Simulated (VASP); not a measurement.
An input for Ansatz (written as the equivalent of a VASP run, and not itself run):

Ansatz 0.2 input:
```yaml
crystal:
  lattice:
    - [1.7111920, -2.9523330, 0.0000000]
    - [1.7111920, 2.9523330, 0.0000000]
    - [0.0000000, 0.0000000, 5.4418910]
  atoms:
    - { symbol: Tl, position: [0.3333330, 0.6666670, 0.2500000] }
    - { symbol: Tl, position: [0.6953300, 0.3619960, 0.7500000] }
kpoints:
  mp_grid: { grid: [11, 11, 6] }
hamiltonian:
  xc: pbe
  pseudopotentials: { kind: paw }
scf:
  occupations: { method: methfessel_paxton, width: 0.1 }
  max_iter: 100
output: { forces: true, stress: true, eigenvalues: true }
```

Question: Translate this input to VASP (INCAR, KPOINTS, POSCAR, choice of POTCAR).

Answer: One answer among several that fit: 
INCAR:
```
SIGMA=0.1   ! width (eV)
LMAXMIX=4   ! l cut-off of mixed one-centre charges
NELM=100
LCHARG=.False.
LREAL=.False.   ! projection in real space or not
GGA=PE   ! PBE
ENCUT=400
PREC=Accurate
EDIFF=1E-6   ! SCF stop (eV)
ISIF=2   ! forces and stress, cell fixed
SYSTEM=Tl
ALGO=VeryFast
ISMEAR=1
LWAVE=.False.
LASPH=.True.
```

**POSCAR**
```
Tl
1
    1.7111920000    -2.9523330000     0.0000000000
    1.7111920000     2.9523330000     0.0000000000
    0.0000000000     0.0000000000     5.4418910000
Tl
2
Direct
  0.3333330000   0.6666670000   0.2500000000
  0.6953300000   0.3619960000   0.7500000000
```

KPOINTS:
```
Automatic mesh
0
Gamma
11 11 6
0 0 0
```

POTCAR, in this order: Tl_d (PBE.64 set). Program: vasp_std.

The two are equivalent in intent, not identical: each code has its own PAW files, so the cut-off isn't converted (ENCUT is set for VASP's; basis.ecutwfc is left out, and Ansatz then takes the one that its files recommend); Ansatz stops its SCF on the density residual and VASP on the energy change (EDIFF).

The compound is Tl in the hcp structure. The cell was not relaxed at this level, atoms are displaced from their ideal sites. The run is one of a series of settings (ALGO = VeryFast against the base run), some of them coarse on purpose.
